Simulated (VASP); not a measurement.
Calculation: PBEsol GGA, VASP's PBE PAW potentials (set 64) (plane waves; VASP).

Input for VASP

POSCAR:
```
Sb
1
    3.8946416796    -2.1651347758    -0.0269299321
    3.8946416796     2.1651347758    -0.0269299321
    2.7156007140    -0.0000000000     3.5330268710
Sb
2
Direct
  0.2356868202   0.2356868202   0.2356868202
  0.7643131798   0.7643131798   0.7643131798
```

**KPOINTS**
```
Automatic mesh
0
G
 10 10 10
0 0 0
```

### INCAR
```
# general
SYSTEM  = Sb
PREC    = Accurate
ENCUT   = 500   # plane-wave cut-off (eV)
LREAL   = .FALSE.   # projection in real space or not
LASPH   = .TRUE.   # aspherical one-centre terms

# electronic loop
EDIFF   = 1E-6   # SCF stop (eV)
NELM    = 100
ALGO    = Normal   # blocked Davidson
LMAXMIX = 4   # l cut-off of mixed one-centre charges

# smearing
ISMEAR  = 1
SIGMA   = 0.1   # width (eV)

# functional
GGA     = PS

# ions
IBRION  = 2
NSW     = 40   # most ionic steps
ISIF    = 3   # ions, shape and volume
EDIFFG  = -0.02   # ionic stop
PSTRESS = 50

# output
LWAVE   = .FALSE.
LCHARG  = .FALSE.
```

POTCAR, in this order: Sb (PBE.64 set). Program: vasp_std.

Output

OSZICAR:
```
       N       E                     dE             d eps       ncg     rms          rms(c)
DAV:   1     0.361035347902E+02    0.36104E+02   -0.36551E+03  2088   0.852E+02
DAV:   2    -0.762932110622E+01   -0.43733E+02   -0.42873E+02  2959   0.124E+02
DAV:   3    -0.912128786024E+01   -0.14920E+01   -0.14617E+01  2582   0.280E+01
DAV:   4    -0.913392346598E+01   -0.12636E-01   -0.12638E-01  2654   0.282E+00
DAV:   5    -0.913401631770E+01   -0.92852E-04   -0.92851E-04  2466   0.247E-01    0.286E+00
DAV:   6    -0.912532978651E+01    0.86865E-02   -0.19864E-03  2338   0.331E-01    0.172E+00
DAV:   7    -0.911987742515E+01    0.54524E-02   -0.50957E-03  2186   0.520E-01    0.594E-02
DAV:   8    -0.911991136458E+01   -0.33939E-04   -0.91255E-05  2351   0.828E-02    0.157E-02
DAV:   9    -0.911991797829E+01   -0.66137E-05   -0.11753E-05  2409   0.261E-02    0.431E-03
DAV:  10    -0.911991767193E+01    0.30637E-06   -0.13332E-06  1340   0.772E-03
   1 F= -.72505666E+01 E0= -.72505629E+01  d E =-.725057E+01
       N       E                     dE             d eps       ncg     rms          rms(c)
DAV:   1    -0.914689657119E+01   -0.26979E-01   -0.79667E+00  2234   0.160E+01    0.251E+00
DAV:   2    -0.896969913508E+01    0.17720E+00   -0.15493E-01  2240   0.284E+00    0.140E+00
DAV:   3    -0.887922559548E+01    0.90474E-01   -0.18413E-01  2239   0.229E+00    0.448E-01
DAV:   4    -0.887902000511E+01    0.20559E-03   -0.20661E-03  2272   0.417E-01    0.369E-01
DAV:   5    -0.887853620901E+01    0.48380E-03   -0.44705E-04  2383   0.146E-01    0.170E-02
DAV:   6    -0.887853758263E+01   -0.13736E-05   -0.38486E-05  2236   0.472E-02    0.149E-02
DAV:   7    -0.887853761893E+01   -0.36296E-07   -0.24099E-06  1501   0.112E-02
   2 F= -.72533883E+01 E0= -.72534967E+01  d E =-.282169E-02
       N       E                     dE             d eps       ncg     rms          rms(c)
DAV:   1    -0.912249376394E+01   -0.24396E+00   -0.17638E+00  2269   0.723E+00    0.117E+00
DAV:   2    -0.908189944927E+01    0.40594E-01   -0.38158E-02  2204   0.146E+00    0.671E-01
DAV:   3    -0.906104249864E+01    0.20857E-01   -0.44411E-02  2228   0.111E+00    0.188E-01
DAV:   4    -0.906099208115E+01    0.50417E-04   -0.45326E-04  2250   0.192E-01    0.149E-01
DAV:   5    -0.906089764943E+01    0.94432E-04   -0.89841E-05  2322   0.657E-02    0.587E-03
DAV:   6    -0.906089813921E+01   -0.48978E-06   -0.84412E-06  2259   0.220E-02
   3 F= -.73206730E+01 E0= -.73205889E+01  d E =-.701065E-01
       N       E                     dE             d eps       ncg     rms          rms(c)
DAV:   1    -0.906030722532E+01    0.59042E-03   -0.25114E-01  2172   0.310E+00    0.138E-01
DAV:   2    -0.906037969554E+01   -0.72470E-04   -0.68563E-03  2346   0.681E-01    0.892E-02
DAV:   3    -0.906004322133E+01    0.33647E-03   -0.61510E-04  2341   0.150E-01    0.199E-02
DAV:   4    -0.906002930495E+01    0.13916E-04   -0.42303E-05  2477   0.411E-02    0.210E-02
DAV:   5    -0.906002816342E+01    0.11415E-05   -0.16531E-06  1611   0.995E-03    0.435E-03
DAV:   6    -0.906002800543E+01    0.15799E-06   -0.29260E-07  1073   0.423E-03
   4 F= -.73309515E+01 E0= -.73308893E+01  d E =-.102784E-01
       N       E                     dE             d eps       ncg     rms          rms(c)
DAV:   1    -0.904819517175E+01    0.11833E-01   -0.90757E-01  2187   0.587E+00    0.254E-01
DAV:   2    -0.904838499979E+01   -0.18983E-03   -0.24185E-02  2361   0.129E+00    0.169E-01
DAV:   3    -0.904714153247E+01    0.12435E-02   -0.27262E-03  2249   0.309E-01    0.385E-02
DAV:   4    -0.904712823362E+01    0.13299E-04   -0.78342E-05  2590   0.686E-02    0.419E-02
DAV:   5    -0.904712389071E+01    0.43429E-05   -0.59167E-06  2319   0.168E-02    0.125E-02
DAV:   6    -0.904712320937E+01    0.68134E-06   -0.15951E-06  1238   0.834E-03
   5 F= -.73391506E+01 E0= -.73391549E+01  d E =-.184775E-01
       N       E                     dE             d eps       ncg     rms          rms(c)
DAV:   1    -0.904256249211E+01    0.45614E-02   -0.50778E-02  2264   0.138E+00    0.617E-02
DAV:   2    -0.904257883579E+01   -0.16344E-04   -0.13964E-03  2289   0.309E-01    0.426E-02
DAV:   3    -0.904250981384E+01    0.69022E-04   -0.14226E-04  2327   0.717E-02    0.874E-03
DAV:   4    -0.904250870936E+01    0.11045E-05   -0.51245E-06  2521   0.164E-02    0.960E-03
DAV:   5    -0.904250836492E+01    0.34445E-06   -0.31594E-07  1103   0.408E-03
   6 F= -.73395742E+01 E0= -.73395930E+01  d E =-.189012E-01
       N       E                     dE             d eps       ncg     rms          rms(c)
DAV:   1    -0.904103771218E+01    0.14710E-02   -0.45314E-03  2274   0.413E-01    0.187E-02
DAV:   2    -0.904103928778E+01   -0.15756E-05   -0.12599E-04  2272   0.925E-02    0.129E-02
DAV:   3    -0.904103330643E+01    0.59814E-05   -0.12457E-05  2333   0.213E-02    0.262E-03
DAV:   4    -0.904103322101E+01    0.85416E-07   -0.44110E-07  1138   0.498E-03
   7 F= -.73396027E+01 E0= -.73395969E+01  d E =-.189297E-01
       N       E                     dE             d eps       ncg     rms          rms(c)
DAV:   1    -0.904869223816E+01   -0.76589E-02   -0.36053E-02  2264   0.110E+00    0.947E-02
DAV:   2    -0.904859839089E+01    0.93847E-04   -0.79016E-04  2219   0.229E-01    0.553E-02
DAV:   3    -0.904850724959E+01    0.91141E-04   -0.21113E-04  2433   0.845E-02    0.125E-02
DAV:   4    -0.904850719912E+01    0.50464E-07   -0.54947E-06  2321   0.198E-02
   8 F= -.73405279E+01 E0= -.73405801E+01  d E =-.925246E-03
       N       E                     dE             d eps       ncg     rms          rms(c)
DAV:   1    -0.905073599681E+01   -0.22287E-02   -0.39166E-03  2266   0.362E-01    0.307E-02
DAV:   2    -0.905072582716E+01    0.10170E-04   -0.86084E-05  2221   0.757E-02    0.179E-02
DAV:   3    -0.905071543104E+01    0.10396E-04   -0.22447E-05  2463   0.277E-02    0.398E-03
DAV:   4    -0.905071544302E+01   -0.11982E-07   -0.58672E-07  1171   0.670E-03
   9 F= -.73405902E+01 E0= -.73406287E+01  d E =-.987482E-03
       N       E                     dE             d eps       ncg     rms          rms(c)
DAV:   1    -0.904589063390E+01    0.48248E-02   -0.17301E-02  2251   0.760E-01    0.733E-02
DAV:   2    -0.904578624961E+01    0.10438E-03   -0.41479E-04  2212   0.163E-01    0.424E-02
DAV:   3    -0.904572427867E+01    0.61971E-04   -0.18167E-04  2326   0.757E-02    0.102E-02
DAV:   4    -0.904572388912E+01    0.38955E-06   -0.60486E-06  2253   0.200E-02
  10 F= -.73410453E+01 E0= -.73410516E+01  d E =-.455099E-03
       N       E                     dE             d eps       ncg     rms          rms(c)
DAV:   1    -0.904388953244E+01    0.18347E-02   -0.20716E-03  2254   0.262E-01    0.245E-02
DAV:   2    -0.904387703537E+01    0.12497E-04   -0.49849E-05  2215   0.565E-02    0.142E-02
DAV:   3    -0.904387014530E+01    0.68901E-05   -0.22190E-05  2355   0.265E-02    0.358E-03
DAV:   4    -0.904387009521E+01    0.50098E-07   -0.71042E-07  1150   0.708E-03
  11 F= -.73410769E+01 E0= -.73410722E+01  d E =-.486675E-03
```

### OUTCAR
```
------------------------ aborting loop because EDIFF is reached ----------------------------------------
  FORCE on cell =-STRESS in cart. coord.  units (eV):
  Direction    XX          YY          ZZ          XY          YZ          ZX
  --------------------------------------------------------------------------------------
  Total        1.6966172      1.6912072      1.6918012      0.0000000      0.0000000      0.0017912
  in kB       49.8186506     49.6597922     49.6772341      0.0000000      0.0000000      0.0525961
  external PRESSURE =      -0.2814410 kB  Pullay stress =      50.0000000 kB
  volume of cell :       54.56
      direct lattice vectors                 reciprocal lattice vectors
     3.699575936 -2.124118286 -0.066589156     0.133368853 -0.235391787 -0.098992083
     3.699575936  2.124118286 -0.066589156     0.133368853  0.235391787 -0.098992083
     2.542870589  0.000000000  3.425927860     0.005184534  0.000000000  0.288043544
 POSITION                                       TOTAL-FORCE (eV/Angst)
 -----------------------------------------------------------------------------------
      2.39490      0.00000      0.79318         0.010003      0.000000      0.003313
      7.54712      0.00000      2.49957        -0.010003     -0.000000     -0.003313
 -----------------------------------------------------------------------------------
    total drift:                                0.000000     -0.000000     -0.000000
  FREE ENERGIE OF THE ION-ELECTRON SYSTEM (eV)
  ---------------------------------------------------
  free  energy   TOTEN  =        -9.0438700952 eV

  energy  without entropy=       -9.0438560124  energy(sigma->0) =       -9.04386540
  enthalpy is  TOTEN    =        -7.3410768608 eV   P V=        1.7027932344

 reached required accuracy - stopping structural energy minimisation
```
(Selected blocks of OUTCAR.)

**CONTCAR**
```
Sb
   1.00000000000000
     3.6995759363755414   -2.1241182864332053   -0.0665891557517633
     3.6995759363755414    2.1241182864332053   -0.0665891557517633
     2.5428705886520580    0.0000000000000000    3.4259278600999772
  Sb
     2
Direct
     0.2408866423912456    0.2408866423912456    0.2408866425086375
     0.7591133576087543    0.7591133576087543    0.7591133574913624
```

Energy and stress use the plane-wave basis of the starting cell.

The compound is Sb in the a7 structure. This run relaxes it under an external pressure of 5 GPa. Symmetry was kept, so distortions that lower it aren't found.
